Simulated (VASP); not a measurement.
```yaml
crystal:
  lattice:
    - [0.00000, 2.01772, 2.01772]
    - [2.01772, 0.00000, 2.01772]
    - [2.01772, 2.01772, 0.00000]
  atoms:
    - { symbol: Al, position: [0.00000, 0.00000, 0.00000] }
```

These are PBE GGA, VASP's PBE PAW potentials (set 64) (plane waves; VASP) values and carry that method's errors. Numerical set-up: 480 eV cut-off, 14×14×14 Γ-centred mesh, first-order Methfessel-Paxton smearing of 0.10 eV, potentials Al.

Question: Estimate the energy per atom (σ→0), band gap (on the k-mesh) with the smallest direct gap where there is one.

Answer: 
* **band gap (on the k-mesh)**: none (metal, semimetal or under 0.01 eV)
* **energy per atom (σ→0)**: -3.738 eV/atom

Total energies compare only between runs with the same potentials, cut-off and functional.

The compound is Al in the fcc structure. It was relaxed first.
